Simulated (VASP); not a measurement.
```
CELL_PARAMETERS angstrom
      3.80055     0.00000     0.00000
     -1.90027     3.29137     0.00000
      0.00000     0.00000     6.18558
ATOMIC_POSITIONS crystal
  Zr 0.00000 0.00000 0.00000
  Se 0.33333 0.66667 0.25648
  Se 0.66667 0.33333 0.74352
```

The numbers are results of optB88-vdW, VASP's PBE PAW potentials (set 64) (plane waves; VASP), not measurements. Numerical set-up: 480 eV cut-off, 6×6×4 Γ-centred mesh, Gaussian smearing of 0.050 eV, potentials Zr_sv Se.

Task: Estimate the energy per atom (σ→0), band gap (on the k-mesh) with the smallest direct gap where there is one.

Result: 
The band gap (on the k-mesh) comes out as 0.27 eV, the smallest direct gap (on the k-mesh) comes out as 1.00 eV and the energy per atom (σ→0) is -4.560 eV/atom.

The absolute energy has meaning only against runs of the same code, potentials and settings.

The compound is ZrSe2 in the 1T layered structure. It was relaxed first. The start is the result of an earlier pass.
